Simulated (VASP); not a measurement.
An input for Quantum ESPRESSO's pw.x (written as the equivalent of a VASP run, and not itself run):

```
&CONTROL
  calculation = 'vc-relax'
  pseudo_dir = './pseudo'
  outdir = './out'
  tprnfor = .true.
  tstress = .true.
  nstep = 40
  forc_conv_thr = 0.00078
/
&SYSTEM
  ibrav = 0
  nat = 8
  ntyp = 3
  ecutwfc = 92
  occupations = 'smearing'
  smearing = 'gaussian'
  degauss = 0.003675
  input_dft = 'pbe'
/
&ELECTRONS
  conv_thr = 7.3e-08
  electron_maxstep = 100
/
&IONS
/
&CELL
  press = 200
/
ATOMIC_SPECIES
  Ga 69.723 Ga.upf
  Cu 63.546 Cu.upf
  Se 78.971 Se.upf
CELL_PARAMETERS angstrom
    -2.6544805    2.6544805    5.2570457
     2.6544805   -2.6544805    5.2570457
     2.6544805    2.6544805   -5.2570457
ATOMIC_POSITIONS crystal
  Ga   0.5000000  0.5000000  0.0000000
  Ga   0.2500000  0.7500000  0.5000000
  Cu   0.0000000  0.0000000  0.0000000
  Cu   0.7500000  0.2500000  0.5000000
  Se   0.8750000  0.8836724  0.5086724
  Se   0.1163276  0.6250000  0.9913276
  Se   0.3750000  0.3663276  0.4913276
  Se   0.6336724  0.1250000  0.0086724
K_POINTS automatic
  6 6 6 0 0 0
```

Q: Translate this input to VASP (INCAR, KPOINTS, POSCAR, choice of POTCAR).

A: This is not unique; one that fits is 
### POSCAR
```
CuGaSe2
1
   -2.6544804846     2.6544804846     5.2570457137
    2.6544804846    -2.6544804846     5.2570457137
    2.6544804846     2.6544804846    -5.2570457137
Ga Cu Se
2 2 4
Direct
  0.5000000000   0.5000000000   0.0000000000
  0.2500000000   0.7500000000   0.5000000000
  0.0000000000   0.0000000000   0.0000000000
  0.7500000000   0.2500000000   0.5000000000
  0.8750000000   0.8836724007   0.5086724007
  0.1163275993   0.6250000000   0.9913275993
  0.3750000000   0.3663275993   0.4913275993
  0.6336724007   0.1250000000   0.0086724007
```

File KPOINTS:
```
Regular mesh
0
Gamma
  6 6 6
0 0 0
```

INCAR:
```
SYSTEM = CuGaSe2
PREC = Accurate
ENCUT = 500
EDIFF = 1E-6
NELM = 100
ALGO = Normal
LREAL = .FALSE.
LASPH = .TRUE.
ISMEAR = 0
SIGMA = 0.05
GGA = PE
LMAXMIX = 4
LWAVE = .FALSE.
LCHARG = .FALSE.
IBRION = 2
ISIF = 3
NSW = 40
EDIFFG = -0.02
PSTRESS = 200
```

POTCAR, in this order: Ga_d Cu Se (PBE.64 set). Program: vasp_std.

The two are equivalent in intent, not identical: the potentials are each code's own (VASP's PAW set, PseudoDojo norm-conserving files in pw.x), so ENCUT and ecutwfc are chosen apart and not converted; conv_thr bounds pw.x's estimated SCF error, while EDIFF bounds the energy change between steps; forc_conv_thr acts on force components and is met together with etot_conv_thr.

The compound is CuGaSe2 in the chalcopyrite structure. It was relaxed first under an external pressure of 20 GPa.
